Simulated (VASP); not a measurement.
# BeCd2S3 (Cmc2_1) in VASP: band structure with PBE

Aim: the band structure of BeCd2S3 with PBE.

Program: VASP 6.6.1. These are calculated values, not measurements. Logs are shortened: lines on timing, memory, paths and dates and some standing lists are left out, and cuts for length are marked.

**1. The crystal as given**

Symmetry: Cmc2_1, No. 36, orthorhombic system. Conventional cell: a = 11.825 Å, b = 6.840 Å, c = 6.362 Å, α = 90.00°, β = 90.00°, γ = 90.00°. Be (site symmetry m) is surrounded by 4 S at 2.12 to 2.17 Å. Cd (site symmetry 1) is surrounded by 4 S at 2.56 to 2.57 Å. S (site symmetry 1) has 1 Be at 2.12 Å as nearest neighbours. S (site symmetry m) has 2 Be at 2.13 to 2.17 Å as nearest neighbours.

The cell was built by a generator and needn't be a form met in nature.

**2. Band structure, PBE**

INCAR

```
SYSTEM = BeCd2S3
ALGO = Normal
EDIFF = 1E-6
ENCUT = 520
GGA = PE
ISIF = 2
ISMEAR = 0
KPAR = 2
LASPH = .True.
LCHARG = .False.
LREAL = .False.
LWAVE = .False.
NELM = 80
PREC = Accurate
SIGMA = 0.03
```

KPOINTS

```
k-points
0
Gamma
  4 4 4
  0 0 0
```

POSCAR

```
BeCd2S3
1.0
    5.9124600000     -3.4199600000      0.0000000000
    5.9124600000      3.4199600000      0.0000000000
    0.0000000000      0.0000000000      6.3618400000
Be Cd S
2 4 6
Direct
    0.1521890000      0.8478110000      0.0015560000
    0.8478110000      0.1521890000      0.5015560000
    0.8319800000      0.4855370000      0.0046430000
    0.1680200000      0.5144630000      0.5046430000
    0.5144630000      0.1680200000      0.0046430000
    0.4855370000      0.8319800000      0.5046430000
    0.4554730000      0.8360940000      0.9064850000
    0.1639060000      0.5445270000      0.9064850000
    0.8780780000      0.1219220000      0.8414910000
    0.8360940000      0.4554730000      0.4064850000
    0.5445270000      0.1639060000      0.4064850000
    0.1219220000      0.8780780000      0.3414910000
```

KPOINTS_OPT

```
path GXSRAZGYX1A1TY,ZT
10
line-mode
reciprocal
 0.0000000000  0.0000000000  0.0000000000  G
 0.3336460873 -0.3336460873  0.0000000000  X

 0.3336460873 -0.3336460873  0.0000000000  X
 0.0000000000 -0.5000000000  0.0000000000  S

 0.0000000000 -0.5000000000  0.0000000000  S
 0.0000000000 -0.5000000000 -0.5000000000  R

 0.0000000000 -0.5000000000 -0.5000000000  R
 0.3336460873 -0.3336460873 -0.5000000000  A

 0.3336460873 -0.3336460873 -0.5000000000  A
 0.0000000000  0.0000000000 -0.5000000000  Z

 0.0000000000  0.0000000000 -0.5000000000  Z
 0.0000000000  0.0000000000  0.0000000000  G

 0.0000000000  0.0000000000  0.0000000000  G
-0.5000000000 -0.5000000000  0.0000000000  Y

-0.5000000000 -0.5000000000  0.0000000000  Y
-0.3336460873 -0.6663539127  0.0000000000  X1

-0.3336460873 -0.6663539127  0.0000000000  X1
-0.3336460873 -0.6663539127 -0.5000000000  A1

-0.3336460873 -0.6663539127 -0.5000000000  A1
-0.5000000000 -0.5000000000 -0.5000000000  T

-0.5000000000 -0.5000000000 -0.5000000000  T
-0.5000000000 -0.5000000000  0.0000000000  Y

 0.0000000000  0.0000000000 -0.5000000000  Z
-0.5000000000 -0.5000000000 -0.5000000000  T
```

Potentials or basis: VASP PAW PBE potentials, release 64 (Be, Cd, S).

Command:

```console
$ cat potpaw_PBE.64/Be/POTCAR potpaw_PBE.64/Cd/POTCAR potpaw_PBE.64/S/POTCAR > POTCAR
$ mpirun -np 2 vasp_std > vasp.out
```

OUTCAR:

```text
SYSTEM = BeCd2S3
   EDIFF = 1E-6
   ENCUT = 520
   GGA = PE
   ISIF = 2
   ISMEAR = 0
   LASPH = .True.
   LREAL = .False.
   NELM = 80
   PREC = Accurate

 ion  position               nearest neighbor table
   1  0.152  0.848  0.002-   7 2.12   8 2.12   9 2.13  12 2.17
   2  0.848  0.152  0.502-  10 2.12  11 2.12  12 2.13   9 2.17
   3  0.832  0.486  0.005-   9 2.56  10 2.56   7 2.57   8 2.57   5 3.75
   4  0.168  0.514  0.505-  12 2.56   8 2.56  11 2.57  10 2.57   6 3.75
   5  0.514  0.168  0.005-   9 2.56  11 2.56   8 2.57   7 2.57   3 3.75
   6  0.486  0.832  0.505-  12 2.56   7 2.56  10 2.57  11 2.57   4 3.75
   7  0.455  0.836  0.906-   1 2.12   6 2.56   3 2.57   5 2.57
   8  0.164  0.545  0.906-   1 2.12   4 2.56   5 2.57   3 2.57
   9  0.878  0.122  0.841-   1 2.13   2 2.17   3 2.56   5 2.56
  10  0.836  0.455  0.406-   2 2.12   3 2.56   6 2.57   4 2.57
  11  0.545  0.164  0.406-   2 2.12   5 2.56   4 2.57   6 2.57
  12  0.122  0.878  0.341-   2 2.13   1 2.17   4 2.56   6 2.56

  LATTYP: Found a base centered orthorhombic cell.
 ALAT       =     6.8399200000
 B/A-ratio  =     1.7288096937
 C/A-ratio  =     0.9301044457

  Lattice vectors:

 A1 = (  -5.9124600000,  -3.4199600000,   0.0000000000)
 A2 = (   5.9124600000,  -3.4199600000,   0.0000000000)
 A3 = (   0.0000000000,   0.0000000000,   6.3618400000)

Analysis of symmetry for initial positions (statically):
=====================================================================
 Subroutine PRICEL returns:
 Original cell was already a primitive cell.

 Routine SETGRP: Setting up the symmetry group for a
 base centered orthorhombic supercell.

 Subroutine GETGRP returns: Found  4 space group operations
 (whereof  2 operations were pure point group operations)
 out of a pool of  8 trial point group operations.

The static configuration has the point symmetry C_1h.
 The point group associated with its full space group is C_2v.

Analysis of symmetry for dynamics (positions and initial velocities):
=====================================================================
 Subroutine PRICEL returns:
 Original cell was already a primitive cell.

 Routine SETGRP: Setting up the symmetry group for a
 base centered orthorhombic supercell.

 Subroutine GETGRP returns: Found  4 space group operations
 (whereof  2 operations were pure point group operations)
 out of a pool of  8 trial point group operations.

The dynamic configuration has the point symmetry C_1h.
 The point group associated with its full space group is C_2v.

 Subroutine INISYM returns: Found  4 space group operations
 (whereof  2 operations are pure point group operations),
 and found     1 'primitive' translations

----------------------------------------------------------------------------------------

                                     Primitive cell

  volume of cell :     257.2776

  direct lattice vectors                    reciprocal lattice vectors
     5.912460000 -3.419960000  0.000000000     0.084567168 -0.146200540  0.000000000
     5.912460000  3.419960000  0.000000000     0.084567168  0.146200540  0.000000000
     0.000000000  0.000000000  6.361840000     0.000000000  0.000000000  0.157187229

  length of vectors
     6.830322807  6.830322807  6.361840000     0.168897022  0.168897022  0.157187229

  position of ions in fractional coordinates (direct lattice)
     0.152189000  0.847811000  0.001556000
     0.847811000  0.152189000  0.501556000
     0.831980000  0.485537000  0.004643000
     0.168020000  0.514463000  0.504643000
     0.514463000  0.168020000  0.004643000
     0.485537000  0.831980000  0.504643000
     0.455473000  0.836094000  0.906485000
     0.163906000  0.544527000  0.906485000
     0.878078000  0.121922000  0.841491000
     0.836094000  0.455473000  0.406485000
     0.544527000  0.163906000  0.406485000
     0.121922000  0.878078000  0.341491000

  ion indices of the primitive-cell ions
   primitive index   ion index
                 1           1
                 2           2
                 3           3
                 4           4
                 5           5
                 6           6
                 7           7
                 8           8
                 9           9
                10          10
                11          11
                12          12

----------------------------------------------------------------------------------------

 KPOINTS: k-points

Automatic generation of k-mesh.
 Grid dimensions read from file:
 generate k-points for:    4    4    4

 Generating k-lattice:

  Cartesian coordinates                     Fractional coordinates (reciprocal lattice)
     0.021141792 -0.036550135  0.000000000     0.250000000 -0.000000000  0.000000000
     0.021141792  0.036550135  0.000000000    -0.000000000  0.250000000  0.000000000
     0.000000000  0.000000000  0.039296807     0.000000000  0.000000000  0.250000000

  Length of vectors
     0.042224255  0.042224255  0.039296807

  Shift w.r.t. Gamma in fractional coordinates (k-lattice)
     0.000000000  0.000000000  0.000000000

 Subroutine IBZKPT returns following result:
 ===========================================

 Found     21 irreducible k-points:

 Following reciprocal coordinates:
            Coordinates               Weight
  0.000000  0.000000  0.000000      1.000000
  0.250000 -0.000000  0.000000      4.000000
  0.500000 -0.000000  0.000000      2.000000
  0.250000  0.250000  0.000000      2.000000
  0.500000  0.250000  0.000000      4.000000
 -0.250000  0.250000  0.000000      2.000000
[... 13 lines left out ...]
 -0.250000  0.250000  0.500000      2.000000
  0.500000  0.500000  0.500000      1.000000
   k-points           NKPTS =     21   k-points in BZ     NKDIM =     21   number of bands    NBANDS=     52
   number of dos      NEDOS =    301   number of ions     NIONS =     12
   total plane-waves  NPLWV = 139968
   dimension x,y,z NGX =    54 NGY =   54 NGZ =   48
   dimension x,y,z NGXF=   108 NGYF=  108 NGZF=   96
   ions per type =               2   4   6
   NGX,Y,Z   is equivalent  to a cutoff of  13.14, 13.14, 12.54 a.u.
   NGXF,Y,Z  is equivalent  to a cutoff of  26.29, 26.29, 25.09 a.u.
 SYSTEM =  BeCd2S3
   PREC   = accura    normal or accurate (medium, high low for compatibility)
   ISTART =      0    job   : 0-new  1-cont  2-samecut
   ICHARG =      2    charge: 1-file 2-atom 10-const
   ISPIN  =      1    spin polarized calculation?
   LNONCOLLINEAR =      F non collinear calculations
   LSORBIT =      F    spin-orbit coupling
   LASPH  =      T    aspherical Exc in radial PAW
   ENCUT  =  520.0 eV  38.22 Ry    6.18 a.u.  12.70 12.70 11.83*2*pi/ulx,y,z
   NELM   =     80;   NELMIN=  2; NELMDL= -5     # of ELM steps
   EDIFF  = 0.1E-05   stopping-criterion for ELM
   LREAL  =      F    real-space projection
   EDIFFG = 0.1E-04   stopping-criterion for IOM
   NSW    =      0    number of steps for IOM
   IBRION =     -1    ionic relax: 0-MD 1-quasi-New 2-CG
   NFREE  =      0    steps in history (QN), initial steepest desc. (CG)
   ISIF   =      2    stress and relaxation
   ISYM   =      2    0-nonsym 1-usesym 2-fastsym
   POTIM  = 0.5000    time-step for ionic-motion
   TEBEG  =    0.0;   TEEND  =   0.0 temperature during run
   PSTRESS=    0.0 pullay stress
   NELECT =      88.0000    total number of electrons
   NUPDOWN=      -1.0000    fix difference up-down
   EMIN   =  10.00;   EMAX   =-10.00  energy-range for DOS
   EFERMI =   0.00;   METHOD = LEGACY
   ISMEAR =     0;   SIGMA  =   0.03  broadening in eV -4-tet -1-fermi 0-gaus
   EFERMI_NEDOS =   21; number of points for ismear=-14 and -15
   IALGO  =     38    algorithm
   IMIX   =      4    mixing-type and parameters
     AMIX     =   0.40;   BMIX     =  1.00
     AMIX_MAG =   1.60;   BMIX_MAG =  1.00
  volume/ion in A,a.u.               =      21.44       144.68
  Fermi-wavevector in a.u.,A,eV,Ry     =   1.144902  2.163551 17.834531  1.310801
  Thomas-Fermi vector in A             =   2.281593
   LORBIT       =      0    0 simple, 1 ext, 2 COOP (PROOUT), +10 PAW based schemes
   GGA     = PE    functional components
   LHFCALC =     F    Hartree Fock is set to
   AEXX    =    0.0000 exact exchange contribution
   IVDW    =     0    specifies the selected vdW correction
   LEPSILON=     F    determine dielectric tensor
   LRPA    =     F    only Hartree local field effects (RPA)
 non-spin polarized calculation
 Gauss-broadening in eV      SIGMA  =   0.03
  energy-cutoff  :      520.00
  volume of cell :      257.28
 maximum number of plane-waves:      6956
 NGX is ok and might be reduce to    54
   NGX = 25   NGY = 25   NGZ = 23

 number of electron      87.9999995 magnetization

 Free energy of the ion-electron system (eV)
  ---------------------------------------------------
  ext. energy  EPLUGINS =         0.00000000
  ---------------------------------------------------
  free energy    TOTEN  =       -44.27920263 eV

  energy without entropy =      -44.27920263  energy(sigma->0) =      -44.27920263

 E-fermi :   1.9775     XC(G=0):  -9.3092

 val. band max:        1.8218268409   @ k =   0.0000   0.0000   0.0000
 cond. band min:       3.7806098171   @ k =   0.0000   0.0000   0.0000
 fundamental gap:      1.9587829762
 Fermi energy:         1.9774661876

 k-point     1 :       0.0000    0.0000    0.0000
  band No.  band energies     occupation
      1     -10.7557      2.00000
      2     -10.0348      2.00000
      3      -9.7743      2.00000
      4      -9.7609      2.00000
      5      -9.7535      2.00000
      6      -9.7531      2.00000
[... 44 lines left out ...]
     51       7.6045      0.00000
     52       7.7386      0.00000

 k-point     2 :       0.2500   -0.0000    0.0000
  band No.  band energies     occupation
      1     -10.6654      2.00000
      2     -10.0861      2.00000
      3      -9.8297      2.00000
      4      -9.8281      2.00000
      5      -9.7271      2.00000
      6      -9.7045      2.00000
[... 44 lines left out ...]
     51       7.3612      0.00000
     52       7.5112      0.00000
[... 988 lines left out ...]
     51       7.2531      0.00000
     52       7.2657      0.00000

 k-point    21 :       0.5000    0.5000    0.5000
  band No.  band energies     occupation
      1     -10.2706      2.00000
      2     -10.2706      2.00000
      3      -9.8647      2.00000
      4      -9.8647      2.00000
      5      -9.7712      2.00000
      6      -9.7712      2.00000
[... 44 lines left out ...]
     51       7.0337      0.00000
     52       7.0337      0.00000

------------------------ aborting loop because EDIFF is reached ----------------------------------------

  FORCE on cell =-STRESS in cart. coord.  units (eV):
  Direction    XX          YY          ZZ          XY          YZ          ZX
  --------------------------------------------------------------------------------------
  -------------------------------------------------------------------------------------
  Total        0.0328946     -0.0263045      0.0538734      0.0000000      0.0000000      0.0000000
  in kB        0.2048484     -0.1638093      0.3354927      0.0000000      0.0000000      0.0000000
  external PRESSURE =       0.1255106 kB  Pullay stress =       0.0000000 kB

 VOLUME and BASIS-vectors are now :
 -----------------------------------------------------------------------------
  energy-cutoff  :      520.00
  volume of cell :      257.28
      direct lattice vectors                 reciprocal lattice vectors
     5.912460000 -3.419960000  0.000000000     0.084567168 -0.146200540  0.000000000
     5.912460000  3.419960000  0.000000000     0.084567168  0.146200540  0.000000000
     0.000000000  0.000000000  6.361840000     0.000000000  0.000000000  0.157187229

 POSITION                                       TOTAL-FORCE (eV/Angst)
 -----------------------------------------------------------------------------------
      5.91246      2.37900      0.00990        -0.000000     -0.007770     -0.004581
      5.91246     -2.37900      3.19082        -0.000000      0.007770     -0.004581
      7.78977     -1.18482      0.02954         0.006470      0.002286     -0.002842
      4.03515      1.18482      3.21046        -0.006470     -0.002286     -0.002842
      4.03515     -1.18482      0.02954        -0.006470      0.002286     -0.002842
      7.78977      1.18482      3.21046         0.006470     -0.002286     -0.002842
      7.63634      1.30171      5.76691        -0.001640     -0.004400      0.004314
      4.18858      1.30171      5.76691         0.001640     -0.004400      0.004314
      5.91246     -2.58602      5.35343        -0.000000     -0.007783      0.001637
      7.63634     -1.30171      2.58599        -0.001640      0.004400      0.004314
      4.18858     -1.30171      2.58599         0.001640      0.004400      0.004314
      5.91246      2.58602      2.17251        -0.000000      0.007783      0.001637
 -----------------------------------------------------------------------------------
    total drift:                                0.000000      0.000000      0.000634

  FREE ENERGIE OF THE ION-ELECTRON SYSTEM (eV)
  ---------------------------------------------------
  free  energy   TOTEN  =       -44.2792026259 eV

  energy  without entropy=      -44.2792026259  energy(sigma->0) =      -44.27920263
```

It took 9.3 min on 2 MPI ranks of Intel Xeon Platinum 8488C (Sapphire Rapids), shared host; peak memory 0.63 GiB.

Results:

| Quantity | Value |
| --- | --- |
| Free energy | -44.2792 eV |
| Pressure | 0.0 GPa |
| Largest force | 0.009 eV/Å |
| Band gap on the k mesh | 1.96 eV, direct |
| Band gap along the path | 1.96 eV, direct |

Forces in eV/Å, atoms in the order of the input:
```
Be   0.000 -0.008 -0.005
Be   0.000  0.008 -0.005
Cd   0.006  0.002 -0.003
Cd  -0.006 -0.002 -0.003
Cd  -0.006  0.002 -0.003
Cd   0.006 -0.002 -0.003
S   -0.002 -0.004  0.004
S    0.002 -0.004  0.004
S    0.000 -0.008  0.002
S   -0.002  0.004  0.004
S    0.002  0.004  0.004
S    0.000  0.008  0.002
```

Levels at the corners of the path, in eV from the valence-band top:
```csv
point,band 40,band 41,band 42,band 43,band 44,band 45,band 46,band 47,band 48,band 49
Γ,-0.67,-0.58,-0.11,-0.03,0.00,1.96,2.88,4.42,4.64,5.05
X,-0.93,-0.81,-0.80,-0.55,-0.23,3.54,3.64,3.65,3.79,4.44
X,-0.93,-0.81,-0.80,-0.55,-0.23,3.54,3.64,3.65,3.79,4.44
S,-0.84,-0.77,-0.71,-0.70,-0.44,3.39,3.45,4.02,4.16,5.00
S,-0.84,-0.77,-0.71,-0.70,-0.44,3.39,3.45,4.02,4.16,5.00
R,-1.08,-0.90,-0.90,-0.80,-0.80,3.53,3.53,4.37,4.37,4.85
R,-1.08,-0.90,-0.90,-0.80,-0.80,3.53,3.53,4.37,4.37,4.85
A,-0.96,-0.93,-0.93,-0.66,-0.66,3.83,3.83,3.83,3.83,4.29
A,-0.96,-0.93,-0.93,-0.66,-0.66,3.83,3.83,3.83,3.83,4.29
Z,-0.71,-0.41,-0.41,-0.28,-0.28,3.18,3.18,4.70,4.70,4.82
Z,-0.71,-0.41,-0.41,-0.28,-0.28,3.18,3.18,4.70,4.70,4.82
Γ,-0.67,-0.58,-0.11,-0.03,0.00,1.96,2.88,4.42,4.64,5.05
Γ,-0.67,-0.58,-0.11,-0.03,0.00,1.96,2.88,4.42,4.64,5.05
Y,-1.17,-0.72,-0.69,-0.59,-0.37,3.17,3.54,3.94,4.30,4.96
Y,-1.17,-0.72,-0.69,-0.59,-0.37,3.17,3.54,3.94,4.30,4.96
X1,-0.93,-0.81,-0.80,-0.55,-0.23,3.54,3.64,3.65,3.79,4.44
X1,-0.93,-0.81,-0.80,-0.55,-0.23,3.54,3.64,3.65,3.79,4.44
A1,-0.96,-0.93,-0.93,-0.66,-0.66,3.83,3.83,3.83,3.83,4.29
A1,-0.96,-0.93,-0.93,-0.66,-0.66,3.83,3.83,3.83,3.83,4.29
T,-1.05,-0.96,-0.96,-0.63,-0.63,3.72,3.72,4.27,4.27,4.63
T,-1.05,-0.96,-0.96,-0.63,-0.63,3.72,3.72,4.27,4.27,4.63
Y,-1.17,-0.72,-0.69,-0.59,-0.37,3.17,3.54,3.94,4.30,4.96
Z,-0.71,-0.41,-0.41,-0.28,-0.28,3.18,3.18,4.70,4.70,4.82
T,-1.05,-0.96,-0.96,-0.63,-0.63,3.72,3.72,4.27,4.27,4.63
```

PBE gaps usually lie below the measured ones, often by a third to a half.
